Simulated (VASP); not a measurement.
All values below come from PBE GGA with spin-orbit coupling, VASP's PBE PAW potentials (set 64) (plane waves; VASP).

A VASP calculation is set up with these files.

**INCAR**
```
LWAVE = .False.
LCHARG = .False.
LASPH = .True.
LREAL = .False.   # projection in real space or not
SYSTEM = Nb
ISIF = 2   # forces and stress, cell fixed
LMAXMIX = 4   # l cut-off of mixed one-centre charges
ALGO = Normal   # blocked Davidson
LORBIT = 11
ISMEAR = 0   # Gaussian
MAGMOM = 0.0 0.0 0.0
SIGMA = 0.05   # width (eV)
LSORBIT = .True.
LNONCOLLINEAR = .True.
ENCUT = 300
NELM = 100   # most electronic steps
PREC = Accurate
EDIFF = 1E-6
GGA = PE   # PBE
GGA_COMPAT = .False.
```

File KPOINTS:
```
Automatic mesh
0
Gamma
11 11 11
0 0 0
```

POSCAR:
```
Nb
2.9281880
 -0.5773502248   0.5773502248   0.5773502248
  0.5773502248  -0.5773502248   0.5773502248
  0.5773502248   0.5773502248  -0.5773502248
Nb
1
Direct
  0.0000000000   0.0000000000   0.0000000000
```

POTCAR, in this order: Nb_sv (PBE.64 set). Program: vasp_ncl.

Output

### OSZICAR
```
       N       E                     dE             d eps       ncg     rms          rms(c)
DAV:   1     0.974107809233E+02    0.97411E+02   -0.56493E+03  2336   0.921E+02
DAV:   2    -0.493172952863E+01   -0.10234E+03   -0.10016E+03  2868   0.387E+02
DAV:   3    -0.105472249413E+02   -0.56155E+01   -0.54669E+01  4036   0.673E+01
DAV:   4    -0.107501323806E+02   -0.20291E+00   -0.20230E+00  3036   0.986E+00
DAV:   5    -0.107574832116E+02   -0.73508E-02   -0.73359E-02  3372   0.165E+00    0.687E+00
DAV:   6    -0.103053562146E+02    0.45213E+00   -0.81239E-01  3052   0.112E+01    0.234E+00
DAV:   7    -0.102462839089E+02    0.59072E-01   -0.30930E-01  3388   0.628E+00    0.105E+00
DAV:   8    -0.102484360900E+02   -0.21522E-02   -0.13619E-02  2940   0.163E+00    0.711E-01
DAV:   9    -0.102486535879E+02   -0.21750E-03   -0.14029E-03  2972   0.510E-01    0.152E-01
DAV:  10    -0.102485324724E+02    0.12112E-03   -0.57280E-04  3268   0.307E-01    0.218E-02
DAV:  11    -0.102485221358E+02    0.10337E-04   -0.87562E-06  3024   0.333E-02    0.441E-03
DAV:  12    -0.102485195544E+02    0.25814E-05   -0.11947E-06  2232   0.728E-03    0.197E-03
DAV:  13    -0.102485195246E+02    0.29737E-07   -0.10513E-07  1292   0.384E-03
   1 F= -.10248520E+02 E0= -.10247371E+02  d E =-.229782E-02  mag=    -0.0000    -0.0000    -0.0000
```

### OUTCAR
```
------------------------ aborting loop because EDIFF is reached ----------------------------------------
  FORCE on cell =-STRESS in cart. coord.  units (eV):
  Direction    XX          YY          ZZ          XY          YZ          ZX
  --------------------------------------------------------------------------------------
  Total       -1.2724999     -1.2724999     -1.2724999      0.0000000     -0.0000000      0.0000000
  in kB     -105.4856651   -105.4856651   -105.4856651      0.0000000     -0.0000000      0.0000000
  external PRESSURE =    -105.4856651 kB  Pullay stress =       0.0000000 kB
  volume of cell :       19.33
      direct lattice vectors                 reciprocal lattice vectors
    -1.690590000  1.690590000  1.690590000     0.000000000  0.295754737  0.295754737
     1.690590000 -1.690590000  1.690590000     0.295754737  0.000000000  0.295754737
     1.690590000  1.690590000 -1.690590000     0.295754737  0.295754737  0.000000000
 POSITION                                       TOTAL-FORCE (eV/Angst)
 -----------------------------------------------------------------------------------
      0.00000      0.00000      0.00000        -0.000000      0.000000      0.000000
 -----------------------------------------------------------------------------------
    total drift:                                0.000000     -0.000000      0.000000
  FREE ENERGIE OF THE ION-ELECTRON SYSTEM (eV)
  ---------------------------------------------------
  free  energy   TOTEN  =       -10.2485195246 eV

  energy  without entropy=      -10.2462217044  energy(sigma->0) =      -10.24737061

 total charge

# of ion       s       p       d       tot
------------------------------------------
    1        2.206   5.986   2.441  10.633

 magnetization (x)

# of ion       s       p       d       tot
------------------------------------------
    1        0.000   0.000   0.000   0.000

 magnetization (y)

# of ion       s       p       d       tot
------------------------------------------
    1       -0.000   0.000   0.000  -0.000

 magnetization (z)

# of ion       s       p       d       tot
------------------------------------------
    1       -0.000   0.000   0.000  -0.000

 Ion:    1  E_soc:     -0.1714420
```
(Selected blocks of OUTCAR.)

At this cut-off the stress carries a Pulay error, which pulls relaxed volumes low.

The structure is a typed Nb crystal (Im-3m). The cell was not relaxed at this level. The run is one of a series of settings (GGA_COMPAT = .FALSE., LNONCOLLINEAR = .TRUE., LSORBIT = .TRUE., MAGMOM = 0.0 0.0 0.0, program vasp_ncl against the base run), some of them coarse on purpose.
